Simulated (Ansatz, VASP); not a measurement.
## B (alpha-rhombohedral (B12)) in two plane-wave programs

Aim: how closely do two programs agree when they are given the same cell, functional and k mesh? The cell is taken from a series of runs on this material, whose earlier steps may have relaxed, scaled, displaced or heated it; both programs get it as it stands.

Method: plane waves, with VASP 6.6.1 beside it; relaxation of cell and atoms at r2SCAN, in Ansatz 0.2.0.

## 1. The starting structure

It takes space group R-3m (No. 166, trigonal). Conventional cell: a = 4.908 Å, b = 4.908 Å, c = 12.567 Å, α = 90.00°, β = 90.00°, γ = 120.00°. Nearest to B lie 6 B at 1.71 to 1.79 Å. Nearest to B lie 5 B at 1.78 to 1.79 Å.

Coordinates:

```xyz
12
Lattice="2.4540 1.4168 4.1890 -2.4540 1.4168 4.1890 0.0000 -2.8336 4.1890" Properties=species:S:1:pos:R:3 pbc="T T T"
B    -1.5875    0.9165    2.8406
B     0.0000   -1.8331    2.8406
B     1.5875    0.9165    2.8406
B     1.5875   -0.9165    9.7264
B    -1.5875   -0.9165    9.7264
B     0.0000    1.8331    9.7264
B    -1.0103    0.5833    4.4969
B     0.0000   -1.1666    4.4969
B     1.0103    0.5833    4.4969
B     1.0103   -0.5833    8.0701
B    -1.0103   -0.5833    8.0701
B     0.0000    1.1666    8.0701
```

## 2. VASP: relaxation of cell and atoms, r2SCAN

The relaxed volume is the usual yardstick between codes: in a stiff, nearly cubic crystal its relative difference is about their pressure difference at one cell divided by the bulk modulus.

Lines of VASP's logs that name or quote its potential files are left out, and so is its time.

The input, INCAR:

```
SYSTEM = B
PREC = Accurate
ENCUT = 550
EDIFF = 1E-07
NELM = 120
ISMEAR = -1
SIGMA = 0.01
LREAL = .FALSE.
ALGO = Normal
METAGGA = R2SCAN
LASPH = .TRUE.
NBANDS = 30
LORBIT = 11
LWAVE = .FALSE.
LCHARG = .FALSE.
ISIF = 3
IBRION = 2
NSW = 80
EDIFFG = -0.005
GGA_COMPAT = .FALSE.
NELMIN = 4
EFERMI = MIDGAP
LMIXTAU = .TRUE.
KPAR = 2
```

The input, POSCAR:

```
B
1.0
    2.4540000000      1.4168180000      4.1890000000
   -2.4540000000      1.4168180000      4.1890000000
    0.0000000000     -2.8336350000      4.1890000000
B
12
Direct
    0.0103996984      0.6572997745      0.0103999826
    0.0103996984      0.0103996984      0.6573000587
    0.6572997745      0.0103996984      0.0103999826
    0.9895997332      0.3426996571      0.9896000174
    0.3426996571      0.9895997332      0.9896000174
    0.9895997332      0.9895997332      0.3426999413
    0.2205997224      0.6322998220      0.2206000066
    0.2205997224      0.2205997224      0.6323001062
    0.6322998220      0.2205997224      0.2206000066
    0.7793997092      0.3676996096      0.7793999934
    0.3676996096      0.7793997092      0.7793999934
    0.7793997092      0.7793997092      0.3676998938
```

The input, KPOINTS:

```
Automatic mesh
0
Gamma
7 7 7
0 0 0
```

PAW data sets: B (PBE family, release 64).

Started as:

```
$ mpirun -np 2 vasp_std
```

Numbers of over 12 decimals in the logs are rounded to 6 here.

Output:

```text
[banner, memory and clock lines left out]
running    2 mpi-ranks, on    1 nodes
 distrk:  each k-point on    1 cores,    2 groups
 distr:  one band on    1 cores,    1 groups

 POSCAR found type information on POSCAR B
 POSCAR found :  1 types and      12 ions
|                                                                             |
|               ----> ADVICE to this user running VASP <----                  |
|                                                                             |
|     You enforced a specific xc type in the INCAR file but a different       |
|     [... a line on the potential file left out ...]
|     I HOPE YOU KNOW WHAT YOU ARE DOING!                                     |
|                                                                             |

 LDA part: xc-table for (None), standard interpolation
 POSCAR, INCAR and KPOINTS ok, starting setup
 FFT: planning ... GRIDC
 FFT: planning ... GRID_SOFT
 FFT: planning ... GRID
 WAVECAR not read
 entering main loop
       N       E                     dE             d eps       ncg     rms          rms(c)
DAV:   1     0.714054366172E+02    0.71405E+02   -0.17695E+04  2640   0.119E+03
DAV:   2    -0.914173923670E+02   -0.16282E+03   -0.15498E+03  3328   0.233E+02
DAV:   3    -0.975534058570E+02   -0.61360E+01   -0.60843E+01  3520   0.399E+01
DAV:   4    -0.975971315637E+02   -0.43726E-01   -0.43678E-01  3426   0.352E+00
DAV:   5    -0.975975496067E+02   -0.41804E-03   -0.41799E-03  3386   0.333E-01    0.115E+01
DAV:   6    -0.879506012860E+02    0.96469E+01   -0.46767E+00  2984   0.124E+01    0.672E+00
DAV:   7    -0.877689237851E+02    0.18168E+00   -0.18297E+00  3178   0.750E+00    0.215E+00
DAV:   8    -0.884046636447E+02   -0.63574E+00   -0.12532E+00  2952   0.671E+00    0.680E-01
DAV:   9    -0.880753791832E+02    0.32928E+00   -0.35261E-01  2868   0.386E+00    0.266E-01
DAV:  10    -0.881167724615E+02   -0.41393E-01   -0.48302E-02  3162   0.144E+00    0.139E-01
DAV:  11    -0.880694209991E+02    0.47351E-01   -0.11074E-02  3012   0.789E-01    0.592E-02
DAV:  12    -0.880824144983E+02   -0.12993E-01   -0.54955E-03  3032   0.520E-01    0.140E-02
DAV:  13    -0.880810770111E+02    0.13375E-02   -0.10469E-03  3080   0.253E-01    0.175E-02
DAV:  14    -0.880808381161E+02    0.23890E-03   -0.54893E-05  3156   0.578E-02    0.986E-03
DAV:  15    -0.880808432925E+02   -0.51764E-05   -0.32333E-05  3126   0.439E-02    0.209E-03
DAV:  16    -0.880808432485E+02    0.43984E-07   -0.60668E-06  3166   0.193E-02    0.107E-03
DAV:  17    -0.880808438178E+02   -0.56925E-06   -0.55134E-07  3248   0.497E-03    0.414E-04
DAV:  18    -0.880808435826E+02    0.23516E-06   -0.51321E-08  2034   0.188E-03    0.180E-04
DAV:  19    -0.880808436302E+02   -0.47624E-07   -0.22387E-08  1974   0.108E-03
   1 F= -.88080844E+02 E0= -.88080844E+02  d E =-.880808E+02
[...]
2 F= -.88016750E+02 E0= -.88016750E+02  d E =0.640935E-01
[...]
3 F= -.88130953E+02 E0= -.88130953E+02  d E =-.501092E-01
[...]
4 F= -.88133016E+02 E0= -.88133016E+02  d E =-.206281E-02
[...]
5 F= -.88133493E+02 E0= -.88133493E+02  d E =-.253984E-02
[...]
6 F= -.88133554E+02 E0= -.88133554E+02  d E =-.618264E-04
 trial-energy change:   -0.000062  1 .order   -0.000067   -0.000216    0.000081
 step:   0.5834(harm=  0.6024)  dis= 0.00064  next Energy=   -88.133567 (dE=-0.740E-04)
 bond charge predicted
       N       E                     dE             d eps       ncg     rms          rms(c)
DAV:   1    -0.881335660277E+02   -0.11569E-04   -0.47753E-04  2880   0.120E-01    0.617E-03
DAV:   2    -0.881335658901E+02    0.13759E-06   -0.10395E-05  3368   0.182E-02    0.317E-03
DAV:   3    -0.881335661555E+02   -0.26541E-06   -0.12101E-06  3406   0.596E-03    0.131E-03
DAV:   4    -0.881335660991E+02    0.56461E-07   -0.28382E-07  2938   0.357E-03
   7 F= -.88133566E+02 E0= -.88133566E+02  d E =-.734496E-04
 curvature:  -0.31 expect dE=-0.203E-05 dE for cont linesearch -0.449E-07
 trial: gam=-0.00738 g(F)=  0.482E-05 g(S)=  0.174E-05 ort = 0.625E-05 (trialstep = 0.780E+00)
 search vector abs. value=  0.648E-05
 reached required accuracy - stopping structural energy minimisation
```

OUTCAR, selected parts (step 2):

```text
ion  position               nearest neighbor table
   1  0.010  0.657  0.010-   4 1.71   3 1.73   2 1.73   7 1.79  12 1.79  11 1.79
   2  0.010  0.010  0.657-   6 1.71   3 1.73   1 1.73   8 1.79  10 1.79  11 1.79
   3  0.657  0.010  0.010-   5 1.71   1 1.73   2 1.73   9 1.79  12 1.79  10 1.79
   4  0.990  0.343  0.990-   1 1.71   5 1.73   6 1.73  10 1.79   8 1.79   9 1.79
   5  0.343  0.990  0.990-   3 1.71   4 1.73   6 1.73  11 1.79   8 1.79   7 1.79
   6  0.990  0.990  0.343-   2 1.71   4 1.73   5 1.73  12 1.79   9 1.79   7 1.79
   7  0.221  0.632  0.221-  12 1.78  11 1.78   1 1.79   6 1.79   5 1.79   9 2.02   8 2.02
   8  0.221  0.221  0.632-  10 1.78  11 1.78   2 1.79   4 1.79   5 1.79   7 2.02   9 2.02
   9  0.632  0.221  0.221-  12 1.78  10 1.78   3 1.79   6 1.79   4 1.79   7 2.02   8 2.02
  10  0.779  0.368  0.779-   8 1.78   9 1.78   4 1.79   2 1.79   3 1.79  11 2.02  12 2.02
  11  0.368  0.779  0.779-   8 1.78   7 1.78   5 1.79   2 1.79   1 1.79  10 2.02  12 2.02
  12  0.779  0.779  0.368-   7 1.78   9 1.78   6 1.79   3 1.79   1 1.79  10 2.02  11 2.02

  LATTYP: Found a trigonal (rhomboedric) cell.
 ALAT       =     5.0573916444
 COS(alpha) =     0.5291029126

 Subroutine GETGRP returns: Found 12 space group operations
 (whereof 12 operations were pure point group operations)

The static configuration has the point symmetry D_3d.

 Found     44 irreducible k-points:

   k-points           NKPTS =     44   k-points in BZ     NKDIM =     44   number of bands    NBANDS=     30

   dimension x,y,z NGX =    40 NGY =   40 NGZ =   40
   dimension x,y,z NGXF=    80 NGYF=   80 NGZF=   80

   ENCUT  =  550.0 eV  40.42 Ry    6.36 a.u.   9.67  9.67  9.67*2*pi/ulx,y,z

   NELECT =      36.0000    total number of electrons

 k-points in reciprocal lattice and weights: Automatic mesh
   0.00000000  0.00000000  0.00000000       0.003
   0.14285714  0.00000000  0.00000000       0.017
   0.28571429  0.00000000  0.00000000       0.017
   0.42857143  0.00000000  0.00000000       0.017
   0.14285714  0.14285714  0.00000000       0.017
   0.28571429  0.14285714  0.00000000       0.035
   0.42857143  0.14285714  0.00000000       0.035
  -0.42857143  0.14285714 -0.00000000       0.035
  -0.28571429  0.14285714  0.00000000       0.035
[...]
0.42857143  0.42857143  0.42857143       0.006
  -0.42857143  0.42857143  0.42857143       0.017

 average (electrostatic) potential at core
       1 -26.7351       2 -26.7351       3 -26.7351       4 -26.7351       5 -26.7351
       6 -26.7351       7 -28.2631       8 -28.2631       9 -28.2631      10 -28.2632
      11 -28.2632      12 -28.2632

 E-fermi :   6.7026

 k-point     1 :       0.0000    0.0000    0.0000
  band No.  band energies     occupation
    ...
     14       1.2718      2.00000
     15       4.5133      2.00000
     16       4.9835      2.00000
     17       4.9835      2.00000
     18       5.5256      2.00000
     19       7.5712      0.00000
     20      10.8060      0.00000
     21      10.8060      0.00000
     22      11.0140      0.00000
     23      11.0140      0.00000
    ...

 k-point     2 :       0.1429    0.0000    0.0000
  band No.  band energies     occupation
    ...
     14       1.8398      2.00000
     15       4.2529      2.00000
     16       4.6750      2.00000
     17       4.6761      2.00000
     18       5.1787      2.00000
     19       7.7633      0.00000
     20       9.8272      0.00000
     21      10.2333      0.00000
     22      11.6462      0.00000
     23      12.0118      0.00000
    ...

 k-point     3 :       0.2857    0.0000    0.0000
  band No.  band energies     occupation
    ...
     14       2.8368      2.00000
     15       3.2361      2.00000
     16       3.3207      2.00000
     17       4.0765      2.00000
     18       5.1967      2.00000
     19       8.1832      0.00000
     20       9.6157      0.00000
     21      10.1129      0.00000
     22      10.9469      0.00000
     23      11.9251      0.00000
    ...

  Total        0.0082786      0.0082786     -0.0171654      0.0000000     -0.0000000     -0.0000000
  in kB        0.1529126      0.1529127     -0.3170593      0.0000000     -0.0000000     -0.0000000
  external PRESSURE =      -0.0037447 kB  Pullay stress =       0.0000000 kB

  energy-cutoff  :      550.00
  volume of cell :       86.74
      direct lattice vectors                 reciprocal lattice vectors
     2.449833056  1.414412212  4.172159396     0.204095540  0.117834606  0.079894669
    -2.449833056  1.414412212  4.172159396    -0.204095540  0.117834606  0.079894669
     0.000000000 -2.828823429  4.172159397     0.000000000 -0.235669212  0.079894697

 POSITION                                       TOTAL-FORCE (eV/Angst)
 -----------------------------------------------------------------------------------
     -1.57889      0.91157      2.81249         0.002454     -0.001417      0.000549
      0.00000     -1.82315      2.81249         0.000000      0.002834      0.000549
      1.57889      0.91157      2.81249        -0.002454     -0.001417      0.000549
      1.57889     -0.91157      9.70398        -0.002454      0.001417     -0.000549
     -1.57889     -0.91157      9.70398         0.002454      0.001417     -0.000549
      0.00000      1.82315      9.70398         0.000000     -0.002834     -0.000549
     -1.00712      0.58146      4.47607        -0.000319      0.000184     -0.002862
      0.00000     -1.16293      4.47607         0.000000     -0.000368     -0.002862
      1.00712      0.58146      4.47607         0.000319      0.000184     -0.002862
      1.00712     -0.58146      8.04040         0.000319     -0.000184      0.002862
     -1.00712     -0.58146      8.04040        -0.000319     -0.000184      0.002862
      0.00000      1.16293      8.04040         0.000000      0.000368      0.002862
 -----------------------------------------------------------------------------------
    total drift:                               -0.000000      0.000749      0.002288

  FREE ENERGIE OF THE ION-ELECTRON SYSTEM (eV)
  ---------------------------------------------------
  free  energy   TOTEN  =       -88.1335660991 eV

  energy  without entropy=      -88.1335660991  energy(sigma->0) =      -88.13356610

 reached required accuracy - stopping structural energy minimisation

 total charge
# of ion       s       p       d       tot
------------------------------------------
    1        0.722   1.405   0.000   2.127
    2        0.722   1.405   0.000   2.127
    3        0.722   1.405   0.000   2.127
    4        0.722   1.405   0.000   2.127
    5        0.722   1.405   0.000   2.127
    6        0.722   1.405   0.000   2.127
    7        0.671   1.286   0.000   1.957
    8        0.671   1.286   0.000   1.957
    9        0.671   1.286   0.000   1.957
   10        0.671   1.286   0.000   1.957
   11        0.671   1.286   0.000   1.957
   12        0.671   1.286   0.000   1.957
--------------------------------------------------
tot          8.357  16.147   0.000  24.505

[... 3 further parts left out ...]
```

CONTCAR:

```
B
   1.00000000000000
     2.4498330563479307    1.4144122115167177    4.1721593955532672
    -2.4498330563479307    1.4144122115167177    4.1721593955532672
     0.0000000000000000   -2.8288234287449385    4.1721593969114297
  B
    12
Direct
     0.0098731036563185    0.6543625182882841    0.0098733878554320
     0.0098731036552530    0.0098731036552530    0.6543628024871909
     0.6543625182882841    0.0098731036563185    0.0098733878554320
     0.9901263279436842    0.3456369133117115    0.9901266121445681
     0.3456369133117115    0.9901263279436842    0.9901266121445681
     0.9901263279447496    0.9901263279447496    0.3456371975128091
     0.2205810429903948    0.6316798785697408    0.2205813271902782
     0.2205810429902968    0.2205810429902968    0.6316801627696222
     0.6316798785697408    0.2205810429903948    0.2205813271902782
     0.7794183886096081    0.3683195530302618    0.7794186728097219
     0.3683195530302618    0.7794183886096081    0.7794186728097219
     0.7794183886097060    0.7794183886097060    0.3683198372303777
```

[end of part 1 of 2]

[Lines on the potential files, build, host, timing and source positions are cut from VASP's logs without a mark.]

[Logs are printed without paths, hosts, clocks, repeated set-up lines and the standing remarks that a program may print on its own settings, such as how far it seeks lower states.]

[Hosts, paths, dates, database ids (printed as entryN), source tags and the programs' standing remarks are cut or masked in the printed files.]
